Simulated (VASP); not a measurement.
A convergence study with VASP on MoSe2: one setting is varied, all else stays as given below, so the limit is that of these other settings.

```yaml
crystal:
  lattice:
    - [3.27355, 0.00000, 0.00000]
    - [-1.63678, 2.83498, 0.00000]
    - [0.00000, 0.00000, 23.75191]
  atoms:
    - { symbol: Mo, position: [0.66667, 0.33333, 0.36459] }
    - { symbol: Mo, position: [0.33333, 0.66667, 0.63541] }
    - { symbol: Se, position: [0.66667, 0.33333, 0.70529] }
    - { symbol: Se, position: [0.33333, 0.66667, 0.43446] }
    - { symbol: Se, position: [0.33333, 0.66667, 0.29471] }
    - { symbol: Se, position: [0.66667, 0.33333, 0.56554] }
```

All values below come from PBEsol GGA, VASP's PBE PAW potentials (set 64) (plane waves; VASP 6.6.1). The tightest run used: 300 eV cut-off, 22×22×1 Γ-centred mesh, Fermi-Dirac smearing of 0.050 eV, potentials Mo_sv Se.

**Question.** The settings run are 2×2×1 mesh; 3×3×1 mesh; 4×4×1 mesh; 5×5×1 mesh; 6×6×1 mesh; 7×7×1 mesh; 10×10×1 mesh; 12×12×1 mesh; 13×13×1 mesh; 16×16×1 mesh; 18×18×1 mesh; 22×22×1 mesh. From which on does the energy per atom stay within 0.002 eV/atom of the tightest run?

**Answer.** From 5×5×1 mesh on: it is off by 0.0003 there and by no more than 0.002 in any finer run, while 4×4×1 mesh is off by 0.0202.
```csv
setting,E (eV/atom),irreducible k-points,difference judged (eV/atom)
2×2×1 mesh,-6.9091,2,0.2952
3×3×1 mesh,-7.2206,3,0.0163
4×4×1 mesh,-7.2246,4,0.0202
5×5×1 mesh,-7.2040,5,0.0003
6×6×1 mesh,-7.2042,7,0.0002
7×7×1 mesh,-7.2044,8,0.0000
10×10×1 mesh,-7.2044,14,0.0000
12×12×1 mesh,-7.2043,19,0.0000
13×13×1 mesh,-7.2044,21,0.0000
16×16×1 mesh,-7.2044,30,0.0000
18×18×1 mesh,-7.2044,37,0.0000
22×22×1 mesh,-7.2044,52,0.0000
```

Left out are rungs that failed or repeat a setting and relaxations that didn't move; long series are thinned to 24 rows.

The cell is a sheet or thin cut with vacuum, built from a generated structure.
